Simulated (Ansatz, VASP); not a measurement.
FeCu: VASP beside Ansatz

File INCAR:

```
ALGO = Normal ; EDIFF = 1E-6
ENCUT = 520 ; GGA = PE
ISIF = 2 ; ISMEAR = -1
ISPIN = 2 ; LASPH = True
LCHARG = True ; LELF = True
LMAXMIX = 4 ; LORBIT = 11
LREAL = False ; LVHAR = True
LWAVE = False ; MAGMOM = 3 0
NBANDS = 20 ; NELM = 150
PREC = Accurate ; SIGMA = 0.03
```

The input KPOINTS:

```
k-points
0
Gamma
  12 12 7
```

POSCAR

```
FeCu
1.0
    1.4382720000     -1.9879340000      0.0000000000
    1.4382720000      1.9879340000      0.0000000000
    0.0000000000      0.0000000000      4.1381350000
Fe Cu
1 1
Direct
    0.0000000000      0.0000000000      0.0000000000
    0.5000000000      0.5000000000      0.5000000000
```

Input for Ansatz:

```yaml
crystal:
  lattice:
    - [1.438272, -1.987934, 0.0]
    - [1.438272, 1.987934, 0.0]
    - [0.0, 0.0, 4.138135]
  atoms:
    - { symbol: Fe, position: [0.0, 0.0, 0.0], spin: 3.0 }
    - { symbol: Cu, position: [0.5, 0.5, 0.5] }
magnetization:
  spin_polarized: true
kpoints:
  mp_grid: { grid: [12, 12, 7] }
scf:
  occupations: { method: fermi_dirac, width: 0.03 }
hamiltonian:
  xc: pbe
  pseudopotentials: { kind: paw }
output:
  forces: true
  stress: true
  eigenvalues: true
  populations: true
  write_density: true
  write_potential: true
  elf: true
  volumetric_format: npy
```

Alike in both runs: task single point; functional PBE; k mesh 12 × 12 × 7; occupations fermi-dirac, width 0.03 eV; collinear spin.

|  | VASP | Ansatz |
| --- | --- | --- |
| version | VASP 6.6.1 | Ansatz 0.2.0 |
| potentials or method | VASP PAW PBE potentials, release 64 (Fe, Cu) | PAW with Ansatz's default frozen-core files, scalar-relativistic |
| plane-wave cutoff (eV) | 520 | 420 |
| valence electrons in the cell | 19 | 35 |

|  | VASP | Ansatz | Ansatz less VASP |
| --- | --- | --- | --- |
| pressure (GPa) | 1.8 | 1.5 | -0.27 |
| largest component of the traceless stress (GPa) | 0.24 | 0.25 | +0.018 |
| net moment per atom (μB) | 1.31 | 1.31 | +0.003 |
| size of the moment on the site where the two differ most (μB) | 0.07 | 0.09 | +0.027 |

Site moments also hang on the region over which each program counts them. The functional is the same, so the differences come from potentials, cutoffs and numerics. The two sets of potentials don't hold the same shells in valence.
